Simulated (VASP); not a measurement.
**The Sommerfeld expansion tested on SiNi**

Wanted: TS, pressure and Fermi level of SiNi against the smearing width, on one dense mesh.

Main program and level: VASP 6.6.1; PBEsol, no spin polarisation; plane waves and PAW (Si, Ni), in the first sound run; inputs show where later runs differ.

### 1. The structure

It takes space group Pnma (No. 62, orthorhombic). Conventional cell: a = 5.173 Å, b = 3.338 Å, c = 5.605 Å, α = 90.00°, β = 90.00°, γ = 90.00°. Nearest to Si lie 6 Ni at 2.28 to 2.40 Å. Ni has 6 Si at 2.28 to 2.40 Å nearest. Farther neighbours are not listed.

Structure file:

```
Si Ni
1.0
     5.17310    0.00000    0.00000
     0.00000    3.33810    0.00000
     0.00000    0.00000    5.60490
Si Ni
4 4
Direct
  0.32128 0.75000 0.08250
  0.17872 0.25000 0.58250
  0.82128 0.75000 0.41750
  0.67872 0.25000 0.91750
  0.00779 0.25000 0.18752
  0.49221 0.75000 0.68752
  0.50779 0.25000 0.31248
  0.99221 0.75000 0.81248
```

### 2. Relax the crystal, PBEsol

The cell is relaxed and then held.

This step took 2 runs in a row; the last is shown.

Level: PBEsol, no spin polarisation; plane waves and PAW (Si, Ni).

File INCAR:

```
SYSTEM = SiNi
PREC = Accurate
ENCUT = 450
EDIFF = 1E-07
NELM = 120
ISMEAR = 1
SIGMA = 0.15
LREAL = .FALSE.
ALGO = Normal
GGA = PS
NBANDS = 36
LASPH = .TRUE.
LORBIT = 11
LWAVE = .FALSE.
LCHARG = .FALSE.
KPAR = 8
IBRION = 2
NSW = 40
ISIF = 3
EDIFFG = -0.005
POTIM = 0.4
```

File POSCAR:

```
SiNi
1.0
    5.1193455248      0.0000000000      0.0000000000
    0.0000000000      3.3415278570      0.0000000000
    0.0000000000      0.0000000000      5.5226106628
Si Ni
4 4
Direct
    0.3209286611      0.7500000000      0.0859460067
    0.1790713389      0.2500000000      0.5859460067
    0.8209286611      0.7500000000      0.4140539933
    0.6790713389      0.2500000000      0.9140539933
    0.0094148644      0.2500000000      0.1869367405
    0.4905851356      0.7500000000      0.6869367405
    0.5094148644      0.2500000000      0.3130632595
    0.9905851356      0.7500000000      0.8130632595
```

File KPOINTS:

```
Automatic mesh
0
Gamma
9 13 8
0 0 0
```

Potentials, in the order of the species: Si and Ni (PBE family, release 64).

Launch:

```console
$ mpirun -np 8 vasp_std
```

Log:

```text
[banner, memory and clock lines left out]
running    8 mpi-ranks, on    1 nodes
[...]
|                                                                             |
|           W    W    AA    RRRRR   N    N  II  N    N   GGGG   !!!           |
|           W    W   A  A   R    R  NN   N  II  NN   N  G    G  !!!           |
|           W    W  A    A  R    R  N N  N  II  N N  N  G       !!!           |
|           W WW W  AAAAAA  RRRRR   N  N N  II  N  N N  G  GGG   !            |
|           WW  WW  A    A  R   R   N   NN  II  N   NN  G    G                |
|           W    W  A    A  R    R  N    N  II  N    N   GGGG   !!!           |
|                                                                             |
|     For optimal performance we recommend to set                             |
|       NCORE = 2 up to number-of-cores-per-socket                            |
|     NCORE specifies how many cores store one orbital (NPAR=cpu/NCORE).      |
|     This setting can greatly improve the performance of VASP for DFT.       |
[...]
|     You enforced a specific xc type in the INCAR file but a different       |
|     [... a line on the potential file left out ...]
|     I HOPE YOU KNOW WHAT YOU ARE DOING!                                     |
|                                                                             |

 LDA part: xc-table for (Slater+PW92), standard interpolation
 POSCAR, INCAR and KPOINTS ok, starting setup
[...]
entering main loop
       N       E                     dE             d eps       ncg     rms          rms(c)
DAV:   1     0.342835536853E+03    0.34284E+03   -0.22204E+04 12600   0.164E+03
DAV:   2    -0.305336311811E+02   -0.37337E+03   -0.36069E+03 12604   0.359E+02
DAV:   3    -0.590588835014E+02   -0.28525E+02   -0.27642E+02 13836   0.120E+02
DAV:   4    -0.601094938402E+02   -0.10506E+01   -0.10421E+01 15524   0.210E+01
[...]
DAV:  15    -0.522616002691E+02    0.15792E-06   -0.17900E-06 14468   0.182E-02    0.249E-03
DAV:  16    -0.522616004855E+02   -0.21631E-06   -0.27800E-07 10104   0.275E-03    0.104E-03
DAV:  17    -0.522616005384E+02   -0.52934E-07   -0.25511E-08  7296   0.141E-03
   1 F= -.52261601E+02 E0= -.52262494E+02  d E =-.522616E+02
[...]
reached required accuracy - stopping structural energy minimisation
```

The job ended after 30 s (8 MPI ranks of Intel Xeon 6975P-C (Granite Rapids), shared host; peak memory 3.6 GiB).

Lines that name or quote the potential files are left out of all logs, and their timing lines are given in words.

From OUTCAR (step 2):

```text
  Total        0.0026811      0.0167106      0.0120474      0.0000000      0.0000000      0.0000000
  in kB        0.0454686      0.2833987      0.2043153      0.0000000      0.0000000      0.0000000
  external PRESSURE =       0.1777275 kB  Pullay stress =       0.0000000 kB

 POSITION                                       TOTAL-FORCE (eV/Angst)
 -----------------------------------------------------------------------------------
      1.64294      2.50615      0.47465         0.001418     -0.000000      0.001351
      0.91673      0.83538      3.23595        -0.001418     -0.000000      0.001351
      4.20262      2.50615      2.28666         0.001418     -0.000000     -0.001351
      3.47640      0.83538      5.04796        -0.001418     -0.000000     -0.001351
      0.04820      0.83538      1.03238        -0.003296     -0.000000      0.002303
      2.51147      2.50615      3.79368         0.003296      0.000000      0.002303
      2.60787      0.83538      1.72893        -0.003296     -0.000000     -0.002303
      5.07115      2.50615      4.49023         0.003296     -0.000000     -0.002303
 -----------------------------------------------------------------------------------
    total drift:                                0.000000     -0.000000     -0.000000

  FREE ENERGIE OF THE ION-ELECTRON SYSTEM (eV)
  ---------------------------------------------------
  free  energy   TOTEN  =       -52.2616005384 eV

  energy  without entropy=      -52.2642820652  energy(sigma->0) =      -52.26249438

 reached required accuracy - stopping structural energy minimisation

[... 3 further parts left out ...]
[key lines of the parts left out:]
E-fermi :  10.6853
```

Read from the output:

```
energy(sigma→0) of the program : -52.2625 eV
stress, compression positive   : xx, yy, zz 0.00, 0.03, 0.02 GPa
volume                         : 94.472 Å³
ionic steps                    : 1
```

### 3. Tetrahedra, PBEsol

Tetrahedra give the density of states at the Fermi level without smearing.

Level: PBEsol, no spin polarisation; plane waves and PAW (Si, Ni).

File INCAR:

```
SYSTEM = SiNi
PREC = Accurate
ENCUT = 450
EDIFF = 1E-08
NELM = 100
ISMEAR = -5
SIGMA = 0.15
LREAL = .FALSE.
ALGO = Normal
GGA = PS
NBANDS = 92
LASPH = .TRUE.
LORBIT = 11
LWAVE = .FALSE.
LCHARG = .FALSE.
KPAR = 2
ISIF = 2
NEDOS = 3001
```

POSCAR is that of step 2.

File KPOINTS:

```
Automatic mesh
0
Gamma
12 18 12
0 0 0
```

Launch:

```console
$ mpirun -np 2 vasp_std
```

Log:

```text
[banner, memory and clock lines left out]
running    2 mpi-ranks, on    1 nodes
[...]
[... a notice as in an earlier step ...]

 LDA part: xc-table for (Slater+PW92), standard interpolation
 POSCAR, INCAR and KPOINTS ok, starting setup
[...]
entering main loop
       N       E                     dE             d eps       ncg     rms          rms(c)
DAV:   1     0.360785485508E+03    0.36079E+03   -0.15655E+04 91784   0.645E+02
DAV:   2    -0.713571336422E+01   -0.36792E+03   -0.32204E+03 90168   0.179E+02
DAV:   3    -0.582683973667E+02   -0.51133E+02   -0.45749E+02100784   0.659E+01
DAV:   4    -0.601149951226E+02   -0.18466E+01   -0.18308E+01105024   0.130E+01
[...]
DAV:  16    -0.522605558183E+02    0.17984E-06   -0.52828E-09 63316   0.402E-04    0.406E-04
DAV:  17    -0.522605557997E+02    0.18629E-07   -0.15967E-09 52524   0.176E-04    0.146E-04
DAV:  18    -0.522605558030E+02   -0.33178E-08   -0.51415E-10 51176   0.782E-05
   1 F= -.52260556E+02 E0= -.52260556E+02  d E =0.000000E+00
|                                                                             |
|           W    W    AA    RRRRR   N    N  II  N    N   GGGG   !!!           |
|           W    W   A  A   R    R  NN   N  II  NN   N  G    G  !!!           |
|           W    W  A    A  R    R  N N  N  II  N N  N  G       !!!           |
|           W WW W  AAAAAA  RRRRR   N  N N  II  N  N N  G  GGG   !            |
|           WW  WW  A    A  R   R   N   NN  II  N   NN  G    G                |
|           W    W  A    A  R    R  N    N  II  N    N   GGGG   !!!           |
|                                                                             |
|     Tetrahedron method does not include variations of the Fermi             |
|     occupations, so forces and stress will be inaccurate. We suggest        |
|     using a different smearing scheme ISMEAR = 1 or 2 for metals in         |
|     relaxations.                                                            |
|                                                                             |
```

Elapsed: 14 min, on 2 MPI ranks; peak memory 3.9 GiB; 26 min of CPU time.

From OUTCAR (step 3):

```text
  Total       -0.1618416      0.2498579     -0.0442610      0.0000000      0.0000000      0.0000000
  in kB       -2.7447122      4.2374017     -0.7506339      0.0000000      0.0000000      0.0000000
  external PRESSURE =       0.2473519 kB  Pullay stress =       0.0000000 kB

 POSITION                                       TOTAL-FORCE (eV/Angst)
 -----------------------------------------------------------------------------------
      1.64294      2.50615      0.47465         0.003097      0.000000      0.001207
      0.91673      0.83538      3.23595        -0.003097     -0.000000      0.001207
      4.20262      2.50615      2.28666         0.003097     -0.000000     -0.001207
      3.47640      0.83538      5.04796        -0.003097     -0.000000     -0.001207
      0.04820      0.83538      1.03238        -0.001719      0.000000      0.005452
      2.51147      2.50615      3.79368         0.001719     -0.000000      0.005452
      2.60787      0.83538      1.72893        -0.001719      0.000000     -0.005452
      5.07115      2.50615      4.49023         0.001719     -0.000000     -0.005452
 -----------------------------------------------------------------------------------
    total drift:                                0.000000     -0.000000     -0.000000

  FREE ENERGIE OF THE ION-ELECTRON SYSTEM (eV)
  ---------------------------------------------------
  free  energy   TOTEN  =       -52.2605558030 eV

  energy  without entropy=      -52.2605558030  energy(sigma->0) =      -52.26055580

[... 1 part as in an earlier step ...]

[... 2 further parts left out ...]
[key lines of the parts left out:]
E-fermi :  10.7089
```

Read from the output:

| Quantity | Value |
| --- | --- |
| energy(sigma→0) of the program | -52.2606 eV |

The run ends at a pressure of 0.02 GPa, with forces up to 0.0057 eV/Å.

### 4. Electron temperature, PBEsol

One member in full: SIGMA = 0.15 eV.

Level: PBEsol, no spin polarisation; plane waves and PAW (Si, Ni).

Changes to INCAR since step 3:

```diff
@@ -5,3 +5,3 @@
 NELM = 100
-ISMEAR = -5
+ISMEAR = -1
 SIGMA = 0.15
@@ -17,2 +17 @@
 ISIF = 2
-NEDOS = 3001
```

POSCAR is that of step 3.

KPOINTS is that of step 3.

Launch:

```console
$ mpirun -np 2 vasp_std
```

Log:

```text
[... set-up lines as in an earlier step ...]
 entering main loop
       N       E                     dE             d eps       ncg     rms          rms(c)
DAV:   1     0.360654720648E+03    0.36065E+03   -0.15655E+04 91784   0.645E+02
DAV:   2    -0.727282938039E+01   -0.36793E+03   -0.32193E+03 90168   0.179E+02
DAV:   3    -0.583800853060E+02   -0.51107E+02   -0.45607E+02100784   0.659E+01
DAV:   4    -0.602269279539E+02   -0.18468E+01   -0.18310E+01105024   0.130E+01
[...]
DAV:  15    -0.523385956919E+02    0.80597E-07   -0.12535E-07112140   0.118E-03    0.150E-03
DAV:  16    -0.523385956004E+02    0.91485E-07   -0.57983E-09 64916   0.409E-04    0.416E-04
DAV:  17    -0.523385956086E+02   -0.81736E-08   -0.15443E-09 52548   0.179E-04
   1 F= -.52338596E+02 E0= -.52258076E+02  d E =-.161039E+00
```

Elapsed: 14 min, on 2 MPI ranks; peak memory 3.8 GiB.

Parts of OUTCAR (step 4):

```text
  LATTYP: Found a simple orthorhombic cell.
 ALAT       =     3.3415278570
 B/A-ratio  =     1.5320373625
 C/A-ratio  =     1.6527202223

 Subroutine GETGRP returns: Found  8 space group operations
 (whereof  2 operations were pure point group operations)

The static configuration has the point symmetry S_2 .
 The point group associated with its full space group is D_2h.

 Found    490 irreducible k-points:

   dimension x,y,z NGX =    36 NGY =   24 NGZ =   40
   dimension x,y,z NGXF=    72 NGYF=   48 NGZF=   80

   ENCUT  =  450.0 eV  33.07 Ry    5.75 a.u.   8.85  5.78  9.55*2*pi/ulx,y,z

   NELECT =      56.0000    total number of electrons

 E-fermi :  10.6902

 k-point     1 :       0.0000    0.0000    0.0000
  band No.  band energies     occupation
    ...
     24       8.6430      2.00000
     25       8.8753      1.99999
     26       9.4990      1.99929
     27       9.4999      1.99928
     28       9.7136      1.99703
     29      11.2963      0.03455
     30      12.0336      0.00026
     31      14.1094      0.00000
     32      14.6357      0.00000
     33      14.7861      0.00000
    ...

 k-point     2 :       0.0833    0.0000    0.0000
  band No.  band energies     occupation
    ...
     24       8.6492      2.00000
     25       8.8542      1.99999
     26       9.4669      1.99943
     27       9.6104      1.99851
     28       9.6977      1.99733
     29      11.5180      0.00799
     30      12.1232      0.00014
     31      14.0311      0.00000
     32      14.6791      0.00000
     33      14.7844      0.00000
    ...

  Total       -0.0336011      0.1769441      0.2065897      0.0000000      0.0000000      0.0000000
  in kB       -0.5698489      3.0008392      3.5036059      0.0000000      0.0000000      0.0000000
  external PRESSURE =       1.9781987 kB  Pullay stress =       0.0000000 kB

 POSITION                                       TOTAL-FORCE (eV/Angst)
 -----------------------------------------------------------------------------------
      1.64294      2.50615      0.47465         0.016289     -0.000000     -0.007857
      0.91673      0.83538      3.23595        -0.016289     -0.000000     -0.007857
      4.20262      2.50615      2.28666         0.016289      0.000000      0.007857
      3.47640      0.83538      5.04796        -0.016289      0.000000      0.007857
      0.04820      0.83538      1.03238        -0.001840     -0.000000      0.017877
      2.51147      2.50615      3.79368         0.001840     -0.000000      0.017877
      2.60787      0.83538      1.72893        -0.001840      0.000000     -0.017877
      5.07115      2.50615      4.49023         0.001840      0.000000     -0.017877
 -----------------------------------------------------------------------------------
    total drift:                                0.000000     -0.000000     -0.000000

  FREE ENERGIE OF THE ION-ELECTRON SYSTEM (eV)
  ---------------------------------------------------
  free  energy   TOTEN  =       -52.3385956086 eV

  energy  without entropy=      -52.1775570205  energy(sigma->0) =      -52.25807631

 total charge
# of ion       s       p       d       tot
------------------------------------------
    1        0.760   0.862   0.000   1.622
    2        0.760   0.862   0.000   1.622
    3        0.760   0.862   0.000   1.622
    4        0.760   0.862   0.000   1.622
    5        0.515   0.674   8.465   9.655
    6        0.515   0.674   8.465   9.655
    7        0.515   0.674   8.465   9.655
    8        0.515   0.674   8.465   9.655
--------------------------------------------------
tot          5.101   6.146  33.862  45.109

[... 2 parts as in an earlier step ...]

[... 7 further parts left out ...]
```

Read from the output:

- energy(sigma→0) of the program: -52.2581 eV
- stress, compression positive: xx, yy, zz -0.06, 0.30, 0.35 GPa

The run ends at a pressure of 0.20 GPa, with forces up to 0.018 eV/Å.

### 5. All members

The other members went through these steps as far as the tables show, on the same mesh; 7 runs are not shown. The session took 4.2 core hours (wall time by ranks) on a shared machine.

```csv
width kT (eV),temperature (K),free energy less that of the narrowest width (meV/atom),TS (meV/atom),pressure (GPa),shift of the Fermi level (eV)
0.025,290,0.000,0.509,0.029,0.000
0.050,580,?,?,0.044,0.006
0.075,870,-2.089,4.780,0.068,0.009
0.100,1160,-3.963,8.631,0.100,0.009
0.150,1741,-9.459,20.130,0.198,0.004
0.200,2321,-17.463,37.373,0.353,-0.004
0.300,3481,-42.163,93.638,0.899,-0.013
```

### 6. The Sommerfeld expansion

At low temperature TS = (π²/3) g (kT)², so TS, twice the difference of energy(sigma→0) and the free energy, over (π²/3)(kT)² is an effective density of states: 0.248, 0.258, 0.262, 0.272, 0.284, 0.316 states/eV/atom in the rows shown.

Fitting a parabola to the 6 known rows (σ: width in eV) gives g = 0.3619 σ² + 0.1264 σ + 0.2453 in states/eV/atom; the residuals are 9.6e-4 states/eV/atom r.m.s.

For the withheld row, σ = 0.05, the fit gives 0.253 states/eV/atom.

### 7. Prediction against calculation

The calculation gives 0.253 states/eV/atom, so the prediction is right to the last digit shown.

The parabola in σ is an empirical guide, not the expansion itself. Tetrahedra give g = 0.250 states/eV/atom at the Fermi level, the limit that the series should reach at zero width.

### 8. Results

| Item | Value |
| --- | --- |
| density of states at the Fermi level, tetrahedra | 0.25 states/eV/atom |
| Sommerfeld coefficient from it | 0.59 mJ per mole of atoms and K² |
| pressure at the widest setting | 0.90 GPa |
| error of the predicted g | 0.000 states/eV/atom |

**Reading.** Against the tetrahedron value, the effective density of states stands at -1 % at 0.025 eV, +1 % at 0.05 eV, +5 % at 0.1 eV, +26 % at 0.3 eV. At the widest setting the states within reach are denser than those at the Fermi level. The bare coefficient lacks the electron-phonon enhancement of measured heat capacities.

[Lines on the potential files, build, host, timing and source positions are cut from VASP's logs without a mark.]

[Logs are printed without paths, hosts, clocks, repeated set-up lines and the standing remarks that a program may print on its own settings, such as how far it seeks lower states.]

[Hosts, paths, dates, database ids (printed as entryN), source tags and the programs' standing remarks are cut or masked in the printed files.]
